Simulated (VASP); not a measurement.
Cu:

```xyz
1
Lattice="0.0000 1.8075 1.8075 1.8075 0.0000 1.8075 1.8075 1.8075 0.0000" Properties=species:S:1:pos:R:3 pbc="T T T"
Cu    0.0000    0.0000    0.0000
```

- Program: VASP 6.6.1
- Task: relaxation of cell and atoms
- Functional: r2SCAN
- Dispersion: rVV10
- Potentials or basis: VASP PAW PBE potentials, release 64 (Cu)
- Cutoff: 600 eV
- k mesh: 18 × 18 × 18
- Occupations: methfessel-paxton, width 0.1 eV
- Spin: no spin polarisation

At the start: pressure -5.8 GPa; volume 11.81 Å³/atom.

How do energy, volume and symmetry change on relaxing?

Over 3 steps the energy falls by 8.2 meV/atom and the volume is 11.37 Å³/atom (-3.7 %); space group Fm-3m (No. 225, to 0.05 Å).

The path:
| step | energy change (eV) | largest force (eV/Å) | pressure (GPa) | volume (Å³) |
| --- | --- | --- | --- | --- |
| 1 | 0.0000 | 0.0000 | -5.83 | 11.81 |
| 2 | -0.0046 | 0.0000 | 4.25 | 11.09 |
| 3 | -0.0082 | 0.0000 | -0.11 | 11.37 |

Final structure:
```
Cu
1.0
     0.00000    1.78483    1.78483
     1.78483    0.00000    1.78483
     1.78483    1.78483    0.00000
Cu
1
Direct
  0.00000 0.00000 0.00000
```

Caveat: the PAW data sets were made with another functional, which shifts forces and pressure a little.
